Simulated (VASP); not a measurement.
```
CELL_PARAMETERS angstrom
      3.81368     0.00000     0.00000
     -1.90684     3.30274     0.00000
      0.00000     0.00000     6.44944
ATOMIC_POSITIONS crystal
  Mg 0.00000 0.00000 0.00000
  Br 0.33333 0.66667 0.23330
  Br 0.66667 0.33333 0.76670
```

The numbers are results of PBEsol GGA, VASP's PBE PAW potentials (set 64) (plane waves; VASP), not measurements. Numerical set-up: 400 eV cut-off, Gaussian smearing of 0.050 eV, potentials Mg Br.

Without a dispersion term in the relaxation, distances and binding between the weakly bound layers, chains or molecules are unreliable, and so is what depends on them.

Question: What does the run give for the band gap (along the path) with the smallest direct gap where there is one?

Answer: 
* **band gap (along the path)**: 4.37 eV
* **smallest direct gap (along the path)**: 4.37 eV

Only differences to runs with the same potentials and settings are physical.

The structure comes from a computed database's MgBr2 entry (P-3m1); how it stands against other phases isn't given here. It was relaxed first.
